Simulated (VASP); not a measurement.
VASP ran on this input.

POSCAR:
```
CuTe
1
    0.0000000000     2.8895730000     2.8895730000
    2.8895730000     0.0000000000     2.8895730000
    2.8895730000     2.8895730000     0.0000000000
Te Cu
1 1
Direct
  0.2500000000   0.2500000000   0.2500000000
  0.0000000000   0.0000000000   0.0000000000
```

INCAR:
```
ALGO  =  Normal
EDIFF  =  1E-6
ENCUT  =  400
GGA  =  PE
ISIF  =  2
ISMEAR  =  0
LASPH  =  .TRUE.
LCHARG  =  .FALSE.
LMAXMIX  =  4
LREAL  =  .FALSE.
LWAVE  =  .FALSE.
NBANDS  =  16
NELM  =  100
PREC  =  Accurate
SIGMA  =  0.05
SYSTEM  =  CuTe
```

KPOINTS:
```
Automatic mesh
0
Gamma
7 7 7
0 0 0
```

POTCAR, in this order: Te Cu (PBE.64 set). Program: vasp_std.

**Question.** Write an equivalent input for Ansatz.

**Answer.** One equivalent input (not run):
Ansatz 0.2 input:
```yaml
crystal:
  lattice:
    - [0.0000000, 2.8895730, 2.8895730]
    - [2.8895730, 0.0000000, 2.8895730]
    - [2.8895730, 2.8895730, 0.0000000]
  atoms:
    - { symbol: Te, position: [0.2500000, 0.2500000, 0.2500000] }
    - { symbol: Cu, position: [0.0000000, 0.0000000, 0.0000000] }
kpoints:
  mp_grid: { grid: [7, 7, 7] }
hamiltonian:
  xc: pbe
  pseudopotentials: { kind: paw }
scf:
  occupations: { method: gaussian, width: 0.05 }
  max_iter: 100
output: { forces: true, stress: true, eigenvalues: true }
```
The two are equivalent in intent, not identical: each code has its own PAW files, so the cut-off isn't converted (ENCUT is set for VASP's; basis.ecutwfc is left out, and Ansatz then takes the one that its files recommend); Ansatz stops its SCF on the density residual and VASP on the energy change (EDIFF); the number of bands isn't carried over, since the valence differs with the files.

The structure was generated: CuTe was put into the zincblende type (F-43m), which need not be its known phase. The cell was not relaxed at this level. The run is one of a series of settings (NBANDS = 16 against the base run), some of them coarse on purpose.
